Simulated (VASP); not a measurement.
# How SCF threshold and SCF solver change a VASP run on Fe (Iron-alpha)

How sensitive are energy and pressure of Fe (Iron-alpha) to the SCF threshold and SCF solver? The series runs use r2SCAN. The SCF threshold tried: EDIFF = 0.01; EDIFF = 0.001; EDIFF = 1E-04; EDIFF = 1E-05; EDIFF = 1E-06; EDIFF = 1E-08. The SCF solver tried: ALGO = Normal; ALGO = Fast; ALGO = VeryFast; ALGO = All; ALGO = Damped; AMIX = 0.1, BMIX = 0.01; AMIX = 0.8; IMIX = 1, AMIX = 0.2. The start is a cell from a database of measured crystal structures.

Method: r2SCAN, spin-polarised from a ferromagnetic start (one magnetic atom a cell); plane waves and PAW (Fe), in VASP 6.6.1.

## (1) The structure

It takes space group Im-3m (No. 229, cubic). The conventional cell has a = 2.866 Å, b = 2.866 Å, c = 2.866 Å, α = 90.00°, β = 90.00°, γ = 90.00°. Nearest to Fe lie 8 Fe at 2.48 Å.

## (2) SCF threshold: EDIFF = 0.01

EDIFF stops the electronic loop; forces need it tighter than energies do. r2SCAN adds the kinetic-energy density, costs more than a GGA and is run with LASPH.

INCAR reads:

```
SYSTEM = Fe
PREC = Accurate
ENCUT = 400
EDIFF = 0.01
NELM = 100
ISMEAR = -1
SIGMA = 0.05
LREAL = .FALSE.
ALGO = Normal
METAGGA = R2SCAN
LASPH = .TRUE.
NBANDS = 10
ISPIN = 2
MAGMOM = 3
LMAXMIX = 4
LORBIT = 11
LWAVE = .FALSE.
LCHARG = .FALSE.
KPAR = 2
ISIF = 2
```

POSCAR reads:

```
Fe
1.0
   -1.4332500000      1.4332500000      1.4332500000
    1.4332500000     -1.4332500000      1.4332500000
    1.4332500000      1.4332500000     -1.4332500000
Fe
1
Direct
    0.0000000000      0.0000000000      0.0000000000
```

KPOINTS reads:

```
Automatic mesh
0
Gamma
9 9 9
0 0 0
```

PAW data sets: Fe (PBE family, release 64).

Launch:

```
> mpirun -np 2 vasp_std
```

Output:

```text
[banner, memory and clock lines left out]
running    2 mpi-ranks, on    1 nodes
 distrk:  each k-point on    1 cores,    2 groups
 distr:  one band on    1 cores,    1 groups

 POSCAR found type information on POSCAR Fe
 POSCAR found :  1 types and       1 ions
|                                                                             |
|               ----> ADVICE to this user running VASP <----                  |
|                                                                             |
|     You enforced a specific xc type in the INCAR file but a different       |
|     [... a line on the potential file left out ...]
|     I HOPE YOU KNOW WHAT YOU ARE DOING!                                     |
|                                                                             |

 LDA part: xc-table for (None), standard interpolation
 POSCAR, INCAR and KPOINTS ok, starting setup
 FFT: planning ... GRIDC
 FFT: planning ... GRID_SOFT
 FFT: planning ... GRID
 WAVECAR not read
 entering main loop
       N       E                     dE             d eps       ncg     rms          rms(c)
DAV:   1     0.988234479657E+01    0.98823E+01   -0.35691E+03  1544   0.818E+02
DAV:   2    -0.149947456915E+02   -0.24877E+02   -0.22589E+02  1434   0.125E+02
DAV:   3    -0.154392764506E+02   -0.44453E+00   -0.44146E+00  1534   0.219E+01
DAV:   4    -0.154414576972E+02   -0.21812E-02   -0.21806E-02  1512   0.142E+00
DAV:   5    -0.154414810480E+02   -0.23351E-04   -0.23349E-04   936   0.148E-01    0.113E+01
DAV:   6    -0.143595990097E+02    0.10819E+01   -0.15166E+01  1552   0.591E+01    0.686E+00
DAV:   7    -0.143568016995E+02    0.27973E-02   -0.12507E+00  1588   0.145E+01    0.449E+00
DAV:   8    -0.143689188870E+02   -0.12117E-01   -0.48217E-02  1204   0.167E+00    0.226E+00
DAV:   9    -0.143595185442E+02    0.94003E-02   -0.47932E-02  1156   0.180E+00
   1 F= -.14359519E+02 E0= -.14357014E+02  d E =-.501009E-02  mag=     2.5521
```

Elapsed: 9.8 s, on 2 MPI ranks of Intel Xeon Platinum 8488C (Sapphire Rapids), shared host; peak memory 0.22 GiB; 19 s of CPU time.

The logs omit lines about the potential files and the build; timing stands in the text.

Parts of OUTCAR (step 2):

```text
ion  position               nearest neighbor table
   1  0.000  0.000  0.000-

  LATTYP: Found a body centered cubic cell.
 ALAT       =     2.8665000000

 Subroutine GETGRP returns: Found 48 space group operations
 (whereof 48 operations were pure point group operations)

The static configuration has the point symmetry O_h .

 Found     35 irreducible k-points:

   k-points           NKPTS =     35   k-points in BZ     NKDIM =     35   number of bands    NBANDS=     10

   dimension x,y,z NGX =    16 NGY =   16 NGZ =   16
   dimension x,y,z NGXF=    32 NGYF=   32 NGZF=   32

   ENCUT  =  400.0 eV  29.40 Ry    5.42 a.u.   4.05  4.05  4.05*2*pi/ulx,y,z

   NELECT =       8.0000    total number of electrons

 k-points in reciprocal lattice and weights: Automatic mesh
   0.00000000  0.00000000  0.00000000       0.001
   0.11111111  0.00000000  0.00000000       0.016
   0.22222222  0.00000000  0.00000000       0.016
   0.33333333  0.00000000  0.00000000       0.016
   0.44444444  0.00000000  0.00000000       0.016
   0.11111111  0.11111111  0.00000000       0.033
   0.22222222  0.11111111 -0.00000000       0.066
   0.33333333  0.11111111 -0.00000000       0.066
   0.44444444  0.11111111  0.00000000       0.033
[...]
-0.44444444 -0.44444444  0.33333333       0.011
  -0.44444444  0.44444444  0.44444444       0.008

 average (electrostatic) potential at core
       1 -48.6107

 E-fermi :   5.5463

 spin component 1
 k-point     1 :       0.0000    0.0000    0.0000
  band No.  band energies     occupation
    ...
      2       2.4150      1.00000
      3       2.4152      1.00000
      4       2.4152      1.00000
      5       3.6026      1.00000
      6       3.6026      1.00000
      7      31.1961      0.00000
      8      31.1962      0.00000
      9      31.1962      0.00000
     10      36.0207      0.00000

 k-point     2 :       0.1111    0.0000    0.0000
  band No.  band energies     occupation
    ...
      2       2.2931      1.00000
      3       2.4070      1.00000
      4       2.6712      1.00000
      5       3.4969      1.00000
      6       3.6126      1.00000
      7      28.0175      0.00000
      8      30.2334      0.00000
      9      30.6687      0.00000
     10      33.9140      0.00000

 k-point     3 :       0.2222    0.0000    0.0000
  band No.  band energies     occupation
    ...
      2       1.9934      1.00000
      3       2.3807      1.00000
      4       3.3596      1.00000
      5       3.4210      1.00000
      6       3.6476      1.00000
      7      22.6516      0.00000
      8      27.8051      0.00000
      9      29.8310      0.00000
     10      30.3387      0.00000

 k-point     4 :       0.3333    0.0000    0.0000
  band No.  band energies     occupation
    ...
      2       1.6657      1.00000
      3       3.1616      1.00000
      4       3.6015      1.00000
      5       3.7043      1.00000
      6       4.2240      1.00000
      7      17.3610      0.00000
      8      25.6640      0.00000
      9      27.5167      0.00000
     10      29.2377      0.00000

 k-point     5 :       0.4444    0.0000    0.0000
  band No.  band energies     occupation
    ...
      2       1.4589      1.00000
      3       3.6234      1.00000
      4       3.7520      1.00000
      5       4.8497      1.00000
      6       5.5368      0.54709
      7      13.1706      0.00000
      8      24.4866      0.00000
      9      25.9035      0.00000
     10      28.9522      0.00000

 k-point     6 :       0.1111    0.1111    0.0000
  band No.  band energies     occupation
    ...
      2       2.1607      1.00000
      3       2.2253      1.00000
      4       3.2166      1.00000
      5       3.3638      1.00000
      6       3.6773      1.00000
      7      25.1394      0.00000
      8      26.3223      0.00000
      9      30.3248      0.00000
     10      31.4031      0.00000

  Total        0.2100690      0.2100690      0.2100690      0.0000000      0.0000000     -0.0000000
  in kB       28.5789804     28.5789804     28.5789804      0.0000000      0.0000000     -0.0000000
  external PRESSURE =      28.5789804 kB  Pullay stress =       0.0000000 kB

  energy-cutoff  :      400.00
  volume of cell :       11.78
      direct lattice vectors                 reciprocal lattice vectors
    -1.433250000  1.433250000  1.433250000     0.000000000  0.348857492  0.348857492
     1.433250000 -1.433250000  1.433250000     0.348857492  0.000000000  0.348857492
     1.433250000  1.433250000 -1.433250000     0.348857492  0.348857492  0.000000000

 POSITION                                       TOTAL-FORCE (eV/Angst)
 -----------------------------------------------------------------------------------
      0.00000      0.00000      0.00000         0.000000      0.000000     -0.000000
 -----------------------------------------------------------------------------------
    total drift:                                0.000000      0.000000     -0.000000

  FREE ENERGIE OF THE ION-ELECTRON SYSTEM (eV)
  ---------------------------------------------------
  free  energy   TOTEN  =       -14.3595185442 eV

  energy  without entropy=      -14.3545084571  energy(sigma->0) =      -14.35701350

 total charge
# of ion       s       p       d       tot
------------------------------------------
    1        0.474   0.546   6.178   7.197

 magnetization (x)
# of ion       s       p       d       tot
------------------------------------------
    1       -0.017  -0.127   2.792   2.648

[... 6 further parts left out ...]
```

The cell holds one magnetic atom, so no antiferromagnetic order fits into it. The k-mesh is coarse for a metal. SCAN-type functionals tend to overstate the moments of itinerant magnets. The PAW data sets were made with PBE, which is usual practice but a small mismatch for other functionals.

Numbers from this step:

```yaml
scf_cycles: 9
electrons: 8
bands: 10
irreducible_k_points: 35
symmetry_operations: 48
free_energy_toten: -14.36 eV
energy_at_zero_smearing: -14.36 eV
fermi_energy: 5.546 eV
pressure: 2.858 GPa
moment_of_the_cell_from_the_last_line_of_the_log: 2.552 μB
metallic: yes
```

Spin moment in the PAW sphere by atom:

| atom | spin moment in the PAW sphere (μB) |
| --- | --- |
| Fe1 | 2.65 |

The series starts at -14.3570 eV an atom and 2.86 GPa, after 9 cycles in 9.8 s.

## (3) SCF threshold: EDIFF = 0.001

Changes to INCAR since step 2:

```diff
@@ -3,3 +3,3 @@
 ENCUT = 400
-EDIFF = 0.01
+EDIFF = 0.001
 NELM = 100
```

POSCAR is that of step 2.

KPOINTS is that of step 2.

Launch:

```
> mpirun -np 2 vasp_std
```

Output:

```text
[banner, memory and clock lines left out]
running    2 mpi-ranks, on    1 nodes
[...]
[... a notice as in an earlier step ...]

 LDA part: xc-table for (None), standard interpolation
 POSCAR, INCAR and KPOINTS ok, starting setup
[...]
entering main loop
       N       E                     dE             d eps       ncg     rms          rms(c)
[... 3 cycles as in an earlier step ...]
DAV:   4    -0.154414640417E+02   -0.21876E-02   -0.21870E-02  1544   0.142E+00
DAV:   5    -0.154414831565E+02   -0.19115E-04   -0.19114E-04  1160   0.133E-01    0.113E+01
DAV:   6    -0.143595921828E+02    0.10819E+01   -0.15166E+01  1552   0.591E+01    0.686E+00
DAV:   7    -0.143568009499E+02    0.27912E-02   -0.12506E+00  1588   0.145E+01    0.449E+00
DAV:   8    -0.143689783777E+02   -0.12177E-01   -0.48817E-02  1734   0.167E+00    0.226E+00
DAV:   9    -0.143595404154E+02    0.94380E-02   -0.48086E-02  1512   0.186E+00    0.491E-01
DAV:  10    -0.143617596319E+02   -0.22192E-02   -0.20287E-02  1560   0.128E+00    0.153E-01
DAV:  11    -0.143625541346E+02   -0.79450E-03   -0.58933E-04   720   0.252E-01
   1 F= -.14362554E+02 E0= -.14360080E+02  d E =-.494736E-02  mag=     2.5688
```

Wall time 11 s (2 MPI ranks); peak memory 0.23 GiB; 22 s of CPU time.

Parts of OUTCAR (step 3):

```text
  Total       -0.3160291     -0.3160291     -0.3160291     -0.0000000      0.0000000     -0.0000000
  in kB      -42.9943923    -42.9943923    -42.9943923     -0.0000000      0.0000000     -0.0000000
  external PRESSURE =     -42.9943923 kB  Pullay stress =       0.0000000 kB

 POSITION                                       TOTAL-FORCE (eV/Angst)
 -----------------------------------------------------------------------------------
      0.00000      0.00000      0.00000        -0.000000      0.000000     -0.000000
 -----------------------------------------------------------------------------------
    total drift:                                0.000000     -0.000000     -0.000000

  FREE ENERGIE OF THE ION-ELECTRON SYSTEM (eV)
  ---------------------------------------------------
  free  energy   TOTEN  =       -14.3625541346 eV

  energy  without entropy=      -14.3576067766  energy(sigma->0) =      -14.36008046

 magnetization (x)
# of ion       s       p       d       tot
------------------------------------------
    1       -0.016  -0.120   2.777   2.641

[... 2 parts as in an earlier step ...]

[... 1 further part left out ...]
[key lines of the parts left out:]
E-fermi :   5.4974
```

Against the run before the energy moves by -3.07 meV an atom and the pressure by -7.16 GPa, after 11 cycles in 11 s.

## (4) SCF threshold: EDIFF = 1E-04

Changes to INCAR since step 3:

```diff
@@ -3,3 +3,3 @@
 ENCUT = 400
-EDIFF = 0.001
+EDIFF = 1E-04
 NELM = 100
```

POSCAR is that of step 3.

KPOINTS is that of step 3.

Launch:

```
> mpirun -np 2 vasp_std
```

Output:

```text
[... set-up lines as in an earlier step ...]
 entering main loop
       N       E                     dE             d eps       ncg     rms          rms(c)
[... 4 cycles as in an earlier step ...]
DAV:   5    -0.154414846708E+02   -0.20629E-04   -0.20628E-04  1504   0.133E-01    0.113E+01
DAV:   6    -0.143595358793E+02    0.10819E+01   -0.15162E+01  1552   0.590E+01    0.686E+00
DAV:   7    -0.143568077344E+02    0.27281E-02   -0.12503E+00  1588   0.145E+01    0.449E+00
DAV:   8    -0.143689779541E+02   -0.12170E-01   -0.48822E-02  1734   0.167E+00    0.226E+00
DAV:   9    -0.143595405406E+02    0.94374E-02   -0.48082E-02  1514   0.186E+00    0.491E-01
DAV:  10    -0.143617594011E+02   -0.22189E-02   -0.20291E-02  1580   0.128E+00    0.153E-01
DAV:  11    -0.143625576323E+02   -0.79823E-03   -0.62465E-04  1476   0.252E-01    0.614E-02
DAV:  12    -0.143625262866E+02    0.31346E-04   -0.24036E-05   720   0.599E-02
   1 F= -.14362526E+02 E0= -.14360054E+02  d E =-.494539E-02  mag=     2.5696
```

Wall time 18 s (2 MPI ranks); peak memory 0.23 GiB; 34 s of CPU time.

Parts of OUTCAR (step 4):

```text
  Total       -0.2368899     -0.2368899     -0.2368899     -0.0000000     -0.0000000     -0.0000000
  in kB      -32.2278460    -32.2278460    -32.2278460     -0.0000000     -0.0000000     -0.0000000
  external PRESSURE =     -32.2278460 kB  Pullay stress =       0.0000000 kB

 POSITION                                       TOTAL-FORCE (eV/Angst)
 -----------------------------------------------------------------------------------
      0.00000      0.00000      0.00000        -0.000000     -0.000000      0.000000
 -----------------------------------------------------------------------------------
    total drift:                                0.000000      0.000000     -0.000000

  FREE ENERGIE OF THE ION-ELECTRON SYSTEM (eV)
  ---------------------------------------------------
  free  energy   TOTEN  =       -14.3625262866 eV

  energy  without entropy=      -14.3575808916  energy(sigma->0) =      -14.36005359

 magnetization (x)
# of ion       s       p       d       tot
------------------------------------------
    1       -0.016  -0.121   2.777   2.641

[... 2 parts as in an earlier step ...]

[... 1 further part left out ...]
[key lines of the parts left out:]
E-fermi :   5.4967
```

Against the run before the energy moves by +0.03 meV an atom and the pressure by +1.08 GPa, after 12 cycles in 18 s.

## (5) SCF threshold: EDIFF = 1E-05

Changes to INCAR since step 4:

```diff
@@ -3,3 +3,3 @@
 ENCUT = 400
-EDIFF = 1E-04
+EDIFF = 1E-05
 NELM = 100
```

POSCAR is that of step 4.

KPOINTS is that of step 4.

Launch:

```
> mpirun -np 2 vasp_std
```

Output:

```text
[... set-up lines as in an earlier step ...]
 entering main loop
       N       E                     dE             d eps       ncg     rms          rms(c)
[... 4 cycles as in an earlier step ...]
DAV:   5    -0.154414846900E+02   -0.20648E-04   -0.20648E-04  1528   0.133E-01    0.113E+01
DAV:   6    -0.143595346867E+02    0.10820E+01   -0.15162E+01  1552   0.590E+01    0.686E+00
DAV:   7    -0.143568079341E+02    0.27268E-02   -0.12503E+00  1588   0.145E+01    0.449E+00
DAV:   8    -0.143689779595E+02   -0.12170E-01   -0.48822E-02  1734   0.167E+00    0.226E+00
[...]
DAV:  12    -0.143625262931E+02    0.31340E-04   -0.24091E-05   962   0.599E-02    0.228E-02
DAV:  13    -0.143625471144E+02   -0.20821E-04   -0.26991E-05  1104   0.454E-02    0.881E-03
DAV:  14    -0.143625432887E+02    0.38258E-05   -0.30639E-06   708   0.269E-02
   1 F= -.14362543E+02 E0= -.14360071E+02  d E =-.494401E-02  mag=     2.5701
```

The job ended after 17 s (2 MPI ranks; peak memory 0.23 GiB).

From OUTCAR (step 5):

```text
  Total       -0.2408075     -0.2408075     -0.2408075     -0.0000000      0.0000000     -0.0000000
  in kB      -32.7608135    -32.7608135    -32.7608135     -0.0000000      0.0000000     -0.0000000
  external PRESSURE =     -32.7608135 kB  Pullay stress =       0.0000000 kB

  FREE ENERGIE OF THE ION-ELECTRON SYSTEM (eV)
  ---------------------------------------------------
  free  energy   TOTEN  =       -14.3625432887 eV

  energy  without entropy=      -14.3575992794  energy(sigma->0) =      -14.36007128

 magnetization (x)
# of ion       s       p       d       tot
------------------------------------------
    1       -0.016  -0.121   2.778   2.641

[... 3 parts as in an earlier step ...]

[... 1 further part left out ...]
[key lines of the parts left out:]
E-fermi :   5.4977
```

Against the run before the energy moves by -0.02 meV an atom and the pressure by -0.05 GPa, after 14 cycles in 17 s.

## (6) SCF threshold: EDIFF = 1E-06

Changes to INCAR since step 5:

```diff
@@ -3,3 +3,3 @@
 ENCUT = 400
-EDIFF = 1E-05
+EDIFF = 1E-06
 NELM = 100
```

POSCAR is that of step 5.

KPOINTS is that of step 5.

Launch:

```
> mpirun -np 2 vasp_std
```

Output:

```text
[... set-up lines as in an earlier step ...]
 entering main loop
       N       E                     dE             d eps       ncg     rms          rms(c)
[... 11 cycles as in an earlier step ...]
DAV:  12    -0.143625263641E+02    0.31269E-04   -0.24805E-05  1604   0.599E-02    0.231E-02
DAV:  13    -0.143625474730E+02   -0.21109E-04   -0.26415E-05  1602   0.446E-02    0.873E-03
DAV:  14    -0.143625431326E+02    0.43404E-05   -0.21438E-06   872   0.206E-02    0.216E-03
DAV:  15    -0.143625428438E+02    0.28874E-06   -0.72394E-08   710   0.352E-03
   1 F= -.14362543E+02 E0= -.14360071E+02  d E =-.494453E-02  mag=     2.5701
```

Run time: 18 s. Hardware: 2 MPI ranks; peak memory 0.22 GiB; 35 s of CPU time.

OUTCAR, selected parts (step 6):

```text
  Total       -0.2401836     -0.2401836     -0.2401836     -0.0000000     -0.0000000     -0.0000000
  in kB      -32.6759399    -32.6759399    -32.6759399     -0.0000000     -0.0000000     -0.0000000
  external PRESSURE =     -32.6759399 kB  Pullay stress =       0.0000000 kB

  FREE ENERGIE OF THE ION-ELECTRON SYSTEM (eV)
  ---------------------------------------------------
  free  energy   TOTEN  =       -14.3625428438 eV

  energy  without entropy=      -14.3575983127  energy(sigma->0) =      -14.36007058

[... 4 parts as in an earlier step ...]

[... 1 further part left out ...]
[key lines of the parts left out:]
E-fermi :   5.4979
```

Against the run before the energy stays within 0.01 meV an atom; the pressure moves by +0.01 GPa, after 15 cycles in 18 s.

(Continued in part 2 of 3.)

[Lines on the potential files, build, host, timing and source positions are cut from VASP's logs without a mark.]

[Logs are printed without paths, hosts, clocks, repeated set-up lines and the standing remarks that a program may print on its own settings, such as how far it seeks lower states.]

[Hosts, paths, dates, database ids (printed as entryN), source tags and the programs' standing remarks are cut or masked in the printed files.]

[A measured line is paired with the nearest computed mode of its activity, which favours agreement.]
